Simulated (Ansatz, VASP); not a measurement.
## WAu (W-Au-Au-W stack, (100) layers) in two plane-wave programs

Aim: how closely do two programs agree when they are given the same cell, functional and k mesh? The cell is taken from a series of runs on this material, whose earlier steps may have relaxed, scaled, displaced or heated it; both programs get it as it stands.

Method: plane waves, with VASP 6.6.1 beside it; PBE, in Ansatz 0.2.0.

### 1. Set-up

The cell holds 4 atoms: 2 W and 2 Au. Its edges and angles: a = 2.681 Å, b = 2.681 Å, c = 37.456 Å, α = 90.0°, β = 90.0°, γ = 90.0°. It derives from WAu. Vacuum lies along c.

Structure file:

```xyz
4
Lattice="2.6809 0.0000 0.0000 0.0000 2.6809 0.0000 0.0000 0.0000 37.4565" Properties=species:S:1:pos:R:3
W     0.0000    0.0000    5.1404
W     1.3405    1.3405   11.9796
Au    1.3405    1.3405    7.3344
Au    0.0000    0.0000    9.7856
```

### 2. VASP: zone-centre phonons, PBE

Second derivatives magnify differences that forces hide, and they need a tight electronic threshold.

Lines of VASP's logs that name or quote its potential files are left out, and so is its time.

Input file INCAR:

```
SYSTEM = WAu
PREC = Accurate
ENCUT = 600
EDIFF = 1E-08
NELM = 120
ISMEAR = 1
SIGMA = 0.2
LREAL = .FALSE.
ALGO = Normal
GGA = PE
NBANDS = 23
LASPH = .TRUE.
LORBIT = 11
LWAVE = .FALSE.
LCHARG = .FALSE.
ISIF = 2
IBRION = 8
GGA_COMPAT = .FALSE.
NELMDL = -8
```

Input file POSCAR:

```
WAu
1.0
    2.6809381127      0.0000000000      0.0000000000
    0.0000000000      2.6809381127      0.0000000000
    0.0000000000      0.0000000000     37.4564816519
W Au
2 2
Direct
    0.0000000000      0.0000000000      0.1372357253
    0.5000000000      0.5000000000      0.3198280257
    0.5000000000      0.5000000000      0.1958113556
    0.0000000000      0.0000000000      0.2612523954
```

Input file KPOINTS:

```
Automatic mesh
0
Gamma
6 6 1
0 0 0
```

PAW data sets: W and Au (PBE family, release 64).

Started as:

```
mpirun -np 1 vasp_std
```

Numbers of over 12 decimals in the logs are rounded to 6 here.

Log:

```text
[banner, memory and clock lines left out]
running    1 mpi-ranks, on    1 nodes
 distrk:  each k-point on    1 cores,    1 groups
 distr:  one band on    1 cores,    1 groups

 POSCAR found type information on POSCAR W Au
 POSCAR found :  2 types and       4 ions
 LDA part: xc-table for (Slater+PW92), standard interpolation
 POSCAR, INCAR and KPOINTS ok, starting setup
 FFT: planning ... GRIDC
 FFT: planning ... GRID_SOFT
 FFT: planning ... GRID
 WAVECAR not read
 entering main loop
       N       E                     dE             d eps       ncg     rms          rms(c)
DAV:   1     0.235401154493E+03    0.23540E+03   -0.13599E+04   460   0.128E+03
DAV:   2    -0.985362855983E+01   -0.24525E+03   -0.22894E+03   658   0.243E+02
DAV:   3    -0.298885855843E+02   -0.20035E+02   -0.18371E+02   601   0.689E+01
DAV:   4    -0.305550275366E+02   -0.66644E+00   -0.65958E+00   586   0.129E+01
DAV:   5    -0.305765788306E+02   -0.21551E-01   -0.21465E-01   681   0.203E+00
DAV:   6    -0.305772167808E+02   -0.63795E-03   -0.63723E-03   637   0.311E-01
DAV:   7    -0.305772323627E+02   -0.15582E-04   -0.15571E-04   698   0.414E-02
DAV:   8    -0.305772326134E+02   -0.25076E-06   -0.25107E-06   677   0.526E-03    0.246E+01
DAV:   9    -0.292565257883E+02    0.13207E+01   -0.12838E+01   563   0.333E+01    0.198E+01
DAV:  10    -0.286840006792E+02    0.57253E+00   -0.93556E+00   572   0.232E+01    0.429E+00
DAV:  11    -0.280949211427E+02    0.58908E+00   -0.43540E+00   536   0.197E+01    0.448E+00
DAV:  12    -0.279782287218E+02    0.11669E+00   -0.41970E-01   534   0.555E+00    0.136E+00
DAV:  13    -0.279629928110E+02    0.15236E-01   -0.11174E-01   573   0.244E+00    0.358E-01
DAV:  14    -0.279626799547E+02    0.31286E-03   -0.17400E-02   511   0.121E+00    0.259E-01
[...]
DAV:  25    -0.279623319523E+02   -0.14039E-05   -0.44171E-08   366   0.495E-04    0.142E-04
DAV:  26    -0.279623329794E+02   -0.10271E-05   -0.27150E-08   336   0.483E-04    0.156E-04
DAV:  27    -0.279623333150E+02   -0.33556E-06   -0.59717E-09   335   0.190E-04    0.745E-05
DAV:  28    -0.279623336265E+02   -0.31158E-06   -0.62712E-09   300   0.141E-04    0.263E-05
DAV:  29    -0.279623337553E+02   -0.12881E-06   -0.19611E-09   300   0.118E-04    0.528E-05
DAV:  30    -0.279623337937E+02   -0.38313E-07    0.16636E-11   279   0.535E-05    0.137E-05
DAV:  31    -0.279623338124E+02   -0.18747E-07    0.18553E-10   286   0.308E-05    0.928E-06
DAV:  32    -0.279623338158E+02   -0.33806E-08    0.30108E-10   286   0.213E-05
   1 F= -.27962334E+02 E0= -.27962305E+02  d E =-.857898E-04
 Linear response reoptimize wavefunctions to high precision
DAV:   1    -0.279623338170E+02   -0.11678E-08    0.30730E-10   279   0.106E-05
DAV:   2    -0.279623338170E+02   -0.40018E-10    0.30673E-10   279   0.517E-06
 Linear response DOF=           4
 Linear response progress:
  Degree of freedom:   1/  4
       N       E                     dE             d eps       ncg     rms          rms(c)
RMM:   1    -0.110501755708E+00   -0.11050E+00   -0.79354E-02  1171   0.136E+00
RMM:   2    -0.109955554134E+00    0.54620E-03   -0.11898E-03  1108   0.158E-01    0.149E-01
RMM:   3    -0.109037269270E+00    0.91828E-03   -0.36379E-04  1082   0.820E-02    0.861E-02
RMM:   4    -0.108544920530E+00    0.49235E-03   -0.50250E-04  1118   0.995E-02    0.157E-02
RMM:   5    -0.108636055285E+00   -0.91135E-04   -0.31093E-05  1240   0.218E-02    0.449E-02
RMM:   6    -0.108571905899E+00    0.64149E-04   -0.18692E-05  1222   0.169E-02    0.156E-03
RMM:   7    -0.108569524771E+00    0.23811E-05   -0.71821E-07  1286   0.322E-03    0.101E-03
RMM:   8    -0.108567475624E+00    0.20491E-05   -0.53947E-08  1275   0.919E-04    0.768E-04
RMM:   9    -0.108564173504E+00    0.33021E-05   -0.14712E-08  1271   0.523E-04    0.235E-04
RMM:  10    -0.108562579371E+00    0.15941E-05   -0.56209E-08  1313   0.197E-04    0.695E-05
RMM:  11    -0.108562575024E+00    0.43471E-08   -0.26862E-07  1349   0.682E-05    0.421E-05
RMM:  12    -0.108562561179E+00    0.13844E-07   -0.54186E-10  1322   0.498E-05    0.184E-05
RMM:  13    -0.108562566592E+00   -0.54126E-08   -0.64370E-08  1371   0.259E-05    0.550E-06
 first order change of Fermi-energy  -0.17113E-02
 force on displaced ion       1 direction 1 :  -2.082   0.000  -0.004
 Linear response progress:
  Degree of freedom:   2/  4
       N       E                     dE             d eps       ncg     rms          rms(c)
RMM:   1    -0.162863862096E+00   -0.16286E+00   -0.88997E-02   854   0.138E+00
RMM:   2    -0.159550396709E+00    0.33135E-02   -0.18290E-03   699   0.209E-01    0.208E-01
RMM:   3    -0.160359007597E+00   -0.80861E-03   -0.46782E-04   726   0.101E-01    0.216E-01
RMM:   4    -0.160468399663E+00   -0.10939E-03   -0.10497E-03   800   0.115E-01    0.174E-01
RMM:   5    -0.159711291978E+00    0.75711E-03   -0.58828E-04   790   0.883E-02    0.733E-02
RMM:   6    -0.159480094343E+00    0.23120E-03   -0.69462E-05   716   0.361E-02    0.727E-03
RMM:   7    -0.159465797651E+00    0.14297E-04   -0.45740E-06   746   0.867E-03    0.294E-03
RMM:   8    -0.159461715034E+00    0.40826E-05   -0.69727E-07   773   0.302E-03    0.251E-03
RMM:   9    -0.159457830532E+00    0.38845E-05   -0.16171E-07   767   0.152E-03    0.122E-03
RMM:  10    -0.159456596446E+00    0.12341E-05   -0.28461E-07   742   0.948E-04    0.250E-04
RMM:  11    -0.159455815292E+00    0.78115E-06    0.12793E-07   790   0.236E-04    0.906E-05
RMM:  12    -0.159455651557E+00    0.16373E-06    0.13865E-07   763   0.134E-04    0.505E-05
RMM:  13    -0.159455777940E+00   -0.12638E-06    0.25739E-07   802   0.664E-05    0.237E-05
RMM:  14    -0.159455935360E+00   -0.15742E-06    0.20340E-07   806   0.674E-05    0.151E-05
RMM:  15    -0.159456053066E+00   -0.11771E-06    0.15250E-07   817   0.529E-05    0.102E-05
RMM:  16    -0.159456091852E+00   -0.38786E-07    0.14441E-07   825   0.320E-05    0.402E-06
RMM:  17    -0.159456113392E+00   -0.21540E-07    0.80187E-08   795   0.207E-05    0.190E-06
RMM:  18    -0.159456114061E+00   -0.66850E-09    0.11354E-07   754   0.148E-05    0.148E-06
RMM:  19    -0.159456112086E+00    0.19746E-08    0.84111E-08   726   0.151E-05    0.929E-07
 first order change of Fermi-energy   0.10569E+00
 force on displaced ion       1 direction 3 :   0.000   0.000  -4.948
 Linear response progress:
  Degree of freedom:   3/  4
       N       E                     dE             d eps       ncg     rms          rms(c)
RMM:   1    -0.270205327183E+00   -0.27021E+00   -0.23632E-01  1259   0.320E+00
RMM:   2    -0.268775970272E+00    0.14294E-02   -0.31594E-03  1111   0.372E-01    0.110E-01
RMM:   3    -0.268092174145E+00    0.68380E-03   -0.48472E-04  1144   0.115E-01    0.549E-02
RMM:   4    -0.267726899597E+00    0.36527E-03   -0.50492E-04  1192   0.108E-01    0.164E-02
RMM:   5    -0.267724205735E+00    0.26939E-05   -0.24882E-05  1253   0.225E-02    0.278E-02
RMM:   6    -0.267616461091E+00    0.10774E-03   -0.14430E-05  1188   0.207E-02    0.592E-03
RMM:   7    -0.267570453911E+00    0.46007E-04   -0.58755E-06  1222   0.125E-02    0.122E-03
RMM:   8    -0.267559793583E+00    0.10660E-04   -0.88652E-08  1306   0.231E-03    0.899E-04
RMM:   9    -0.267551636921E+00    0.81567E-05   -0.58857E-08  1267   0.802E-04    0.304E-04
RMM:  10    -0.267547763628E+00    0.38733E-05   -0.83458E-09  1298   0.496E-04    0.597E-05
RMM:  11    -0.267547470041E+00    0.29359E-06   -0.16705E-07  1337   0.149E-04    0.215E-05
RMM:  12    -0.267547342552E+00    0.12749E-06   -0.20094E-08  1388   0.591E-05    0.771E-06
RMM:  13    -0.267547333337E+00    0.92150E-08    0.40289E-08  1430   0.314E-05    0.486E-06
 first order change of Fermi-energy  -0.30877E-03
 force on displaced ion       3 direction 1 :  -1.913   0.000  -0.002
 Linear response progress:
  Degree of freedom:   4/  4
       N       E                     dE             d eps       ncg     rms          rms(c)
RMM:   1    -0.357842768821E+00   -0.35784E+00   -0.24822E-01   818   0.334E+00
RMM:   2    -0.354219993877E+00    0.36228E-02   -0.42035E-03   697   0.415E-01    0.181E-01
RMM:   3    -0.354254511786E+00   -0.34518E-04   -0.13084E-03   710   0.180E-01    0.201E-01
RMM:   4    -0.354399296139E+00   -0.14478E-03   -0.50135E-04   758   0.876E-02    0.148E-01
RMM:   5    -0.354272247517E+00    0.12705E-03   -0.75254E-04   776   0.113E-01    0.134E-01
RMM:   6    -0.353808612107E+00    0.46364E-03   -0.15645E-04   740   0.548E-02    0.162E-02
RMM:   7    -0.353771626520E+00    0.36986E-04   -0.10331E-05   749   0.143E-02    0.724E-03
RMM:   8    -0.353754911161E+00    0.16715E-04   -0.30146E-06   751   0.891E-03    0.502E-03
RMM:   9    -0.353735314655E+00    0.19597E-04   -0.56264E-07   762   0.333E-03    0.168E-03
RMM:  10    -0.353727653516E+00    0.76611E-05   -0.33080E-08   772   0.128E-03    0.440E-04
RMM:  11    -0.353723863360E+00    0.37902E-05   -0.25372E-07   791   0.403E-04    0.924E-05
RMM:  12    -0.353723946592E+00   -0.83232E-07   -0.59646E-07   820   0.117E-04    0.545E-05
RMM:  13    -0.353723997523E+00   -0.50931E-07    0.88582E-08   793   0.869E-05    0.266E-05
RMM:  14    -0.353724102629E+00   -0.10511E-06    0.59366E-08   805   0.749E-05    0.243E-05
RMM:  15    -0.353724247581E+00   -0.14495E-06    0.18068E-07   807   0.649E-05    0.119E-05
RMM:  16    -0.353724260371E+00   -0.12791E-07    0.39449E-08   832   0.273E-05    0.532E-06
RMM:  17    -0.353724241989E+00    0.18383E-07   -0.96036E-09   810   0.285E-05    0.291E-06
RMM:  18    -0.353724249964E+00   -0.79756E-08    0.20758E-08   773   0.215E-05    0.189E-06
 first order change of Fermi-energy  -0.15997E+00
 force on displaced ion       3 direction 3 :  -0.000   0.000  -6.972
 Linear response finished
```

From OUTCAR (step 2):

```text
ion  position               nearest neighbor table
   1  0.000  0.000  0.137-   3 2.90   3 2.90   3 2.90   3 2.90
   2  0.500  0.500  0.320-   4 2.90   4 2.90   4 2.90   4 2.90
   3  0.500  0.500  0.196-   1 2.90   1 2.90   1 2.90   1 2.90   4 3.10   4 3.10   4 3.10   4 3.10

  LATTYP: Found a simple tetragonal cell.
 ALAT       =     2.6809381127
 C/A-ratio  =    13.9714085433

 Subroutine GETGRP returns: Found 16 space group operations
 (whereof  8 operations were pure point group operations)

The static configuration has the point symmetry C_4v.
 The point group associated with its full space group is D_4h.

 Found     10 irreducible k-points:

   k-points           NKPTS =     10   k-points in BZ     NKDIM =     10   number of bands    NBANDS=     23

   dimension x,y,z NGX =    24 NGY =   24 NGZ =  300
   dimension x,y,z NGXF=    48 NGYF=   48 NGZF=  600

   ENCUT  =  600.0 eV  44.10 Ry    6.64 a.u.   5.35  5.35 74.81*2*pi/ulx,y,z

   NELECT =      34.0000    total number of electrons

 k-points in reciprocal lattice and weights: Automatic mesh
   0.00000000  0.00000000  0.00000000       0.028
   0.16666667  0.00000000  0.00000000       0.111
   0.33333333  0.00000000  0.00000000       0.111
   0.50000000  0.00000000  0.00000000       0.056
   0.16666667  0.16666667  0.00000000       0.111
   0.33333333  0.16666667  0.00000000       0.222
   0.50000000  0.16666667  0.00000000       0.111
   0.33333333  0.33333333  0.00000000       0.111
   0.50000000  0.33333333  0.00000000       0.111
   0.50000000  0.50000000  0.00000000       0.028

 average (electrostatic) potential at core
       1 -47.6324       2 -47.6324       3 -75.9779       4 -75.9779

  Total       -1.0469800     -1.0469800     -0.8318080      0.0000000      0.0000000     -0.0000000
  in kB       -6.2308658     -6.2308658     -4.9503180      0.0000000      0.0000000     -0.0000000
  external PRESSURE =      -5.8040165 kB  Pullay stress =       0.0000000 kB

  energy-cutoff  :      600.00
  volume of cell :      269.22
      direct lattice vectors                 reciprocal lattice vectors
     2.680938113  0.000000000  0.000000000     0.373003761  0.000000000  0.000000000
     0.000000000  2.680938113  0.000000000     0.000000000  0.373003761  0.000000000
     0.000000000  0.000000000 37.456481652     0.000000000  0.000000000  0.026697649

 POSITION                                       TOTAL-FORCE (eV/Angst)
 -----------------------------------------------------------------------------------
      0.00000      0.00000      5.14037         0.000000      0.000000      0.172409
      1.34047      1.34047     11.97963        -0.000000     -0.000000     -0.172409
      1.34047      1.34047      7.33440         0.000000     -0.000000     -0.145273
      0.00000      0.00000      9.78560         0.000000     -0.000000      0.145273
 -----------------------------------------------------------------------------------
    total drift:                                0.000000     -0.000000      0.000023

 Eigenvectors and eigenvalues of the dynamical matrix
 ----------------------------------------------------

   1 f  =    3.803216 THz    23.896311 2PiTHz  126.861631 cm-1    15.728831 meV
             X         Y         Z           dx          dy          dz
      0.000000  0.000000  5.140367     0.000000   -0.000000    0.387427
      1.340469  1.340469 11.979633     0.000000   -0.000000   -0.387427
      1.340469  1.340469  7.334404    -0.000000    0.000000   -0.591524
      0.000000  0.000000  9.785596    -0.000000    0.000000    0.591524

   2 f  =    3.611214 THz    22.689926 2PiTHz  120.457128 cm-1    14.934774 meV
             X         Y         Z           dx          dy          dz
      0.000000  0.000000  5.140367     0.000000   -0.000000    0.508643
      1.340469  1.340469 11.979633     0.000000   -0.000000    0.508643
      1.340469  1.340469  7.334404    -0.000000    0.000000   -0.491205
      0.000000  0.000000  9.785596    -0.000000    0.000000   -0.491205

   3 f  =    2.315143 THz    14.546475 2PiTHz   77.224874 cm-1     9.574660 meV
             X         Y         Z           dx          dy          dz
      0.000000  0.000000  5.140367     0.397451   -0.318393   -0.000000
      1.340469  1.340469 11.979633     0.397451   -0.318393   -0.000000
      1.340469  1.340469  7.334404    -0.382867    0.306710    0.000000
      0.000000  0.000000  9.785596    -0.382867    0.306710    0.000000

   4 f  =    2.315143 THz    14.546475 2PiTHz   77.224874 cm-1     9.574660 meV
             X         Y         Z           dx          dy          dz
      0.000000  0.000000  5.140367     0.318393    0.397451    0.000000
      1.340469  1.340469 11.979633     0.318393    0.397451    0.000000
      1.340469  1.340469  7.334404    -0.306710   -0.382867    0.000000
      0.000000  0.000000  9.785596    -0.306710   -0.382867   -0.000000

   5 f  =    2.222247 THz    13.962791 2PiTHz   74.126186 cm-1     9.190472 meV
             X         Y         Z           dx          dy          dz
      0.000000  0.000000  5.140367    -0.301415    0.434468   -0.000000
      1.340469  1.340469 11.979633     0.301415   -0.434468   -0.000000
      1.340469  1.340469  7.334404     0.267595   -0.385719    0.000000
      0.000000  0.000000  9.785596    -0.267595    0.385719    0.000000

   6 f  =    2.222247 THz    13.962791 2PiTHz   74.126186 cm-1     9.190472 meV
             X         Y         Z           dx          dy          dz
      0.000000  0.000000  5.140367     0.434468    0.301415   -0.000000
      1.340469  1.340469 11.979633    -0.434468   -0.301415    0.000000
      1.340469  1.340469  7.334404    -0.385719   -0.267595   -0.000000
      0.000000  0.000000  9.785596     0.385719    0.267595    0.000000

   7 f  =    1.717629 THz    10.792182 2PiTHz   57.293939 cm-1     7.103540 meV
             X         Y         Z           dx          dy          dz
      0.000000  0.000000  5.140367     0.000000   -0.000000   -0.591524
      1.340469  1.340469 11.979633    -0.000000    0.000000    0.591524
      1.340469  1.340469  7.334404    -0.000000   -0.000000   -0.387427
      0.000000  0.000000  9.785596     0.000000    0.000000    0.387427

   8 f/i=    0.000776 THz     0.004876 2PiTHz    0.025887 cm-1     0.003210 meV
             X         Y         Z           dx          dy          dz
      0.000000  0.000000  5.140367     0.000000   -0.000000   -0.491205
      1.340469  1.340469 11.979633     0.000000   -0.000000   -0.491205
      1.340469  1.340469  7.334404     0.000000   -0.000000   -0.508643
      0.000000  0.000000  9.785596     0.000000   -0.000000   -0.508643

   9 f/i=    0.003387 THz     0.021284 2PiTHz    0.112992 cm-1     0.014009 meV
             X         Y         Z           dx          dy          dz
      0.000000  0.000000  5.140367    -0.456115    0.180604   -0.000000
      1.340469  1.340469 11.979633    -0.456115    0.180604   -0.000000
      1.340469  1.340469  7.334404    -0.473489    0.187484   -0.000000
      0.000000  0.000000  9.785596    -0.473489    0.187484   -0.000000

  10 f/i=    0.003387 THz     0.021284 2PiTHz    0.112992 cm-1     0.014009 meV
             X         Y         Z           dx          dy          dz
      0.000000  0.000000  5.140367    -0.180604   -0.456115   -0.000000
      1.340469  1.340469 11.979633    -0.180604   -0.456115   -0.000000
      1.340469  1.340469  7.334404    -0.187484   -0.473489   -0.000000
      0.000000  0.000000  9.785596    -0.187484   -0.473489   -0.000000

  11 f/i=    0.129834 THz     0.815774 2PiTHz    4.330812 cm-1     0.536952 meV
             X         Y         Z           dx          dy          dz
      0.000000  0.000000  5.140367    -0.405104    0.237229    0.000000
      1.340469  1.340469 11.979633     0.405104   -0.237229    0.000000
      1.340469  1.340469  7.334404    -0.456302    0.267211    0.000000
      0.000000  0.000000  9.785596     0.456302   -0.267211    0.000000

  12 f/i=    0.129834 THz     0.815774 2PiTHz    4.330812 cm-1     0.536952 meV
             X         Y         Z           dx          dy          dz
      0.000000  0.000000  5.140367    -0.237229   -0.405104    0.000000
      1.340469  1.340469 11.979633     0.237229    0.405104    0.000000
      1.340469  1.340469  7.334404    -0.267211   -0.456302    0.000000
      0.000000  0.000000  9.785596     0.267211    0.456302    0.000000

 ELASTIC MODULI CONTR FROM IONIC RELAXATION (kBar)
 Direction    XX          YY          ZZ          XY          YZ          ZX
 --------------------------------------------------------------------------------
 XX        -234.0028   -234.0028   -310.1354      0.0000      0.0000      0.0000
 YY        -234.0028   -234.0028   -310.1354      0.0000      0.0000      0.0000
 ZZ        -310.1354   -310.1354   -429.7684      0.0000      0.0000      0.0000
 XY           0.0000      0.0000      0.0000      0.0000      0.0000      0.0000
 YZ           0.0000      0.0000      0.0000      0.0000   -118.2974      0.0000
 ZX           0.0000      0.0000      0.0000      0.0000      0.0000    -84.8315
 --------------------------------------------------------------------------------
```

The data set W keeps the semicore shell frozen, which is cheaper and a little less accurate.

[end of part 1 of 2]

[Lines on the potential files, build, host, timing and source positions are cut from VASP's logs without a mark.]

[Logs are printed without paths, hosts, clocks, repeated set-up lines and the standing remarks that a program may print on its own settings, such as how far it seeks lower states.]

[Hosts, paths, dates, database ids (printed as entryN), source tags and the programs' standing remarks are cut or masked in the printed files.]
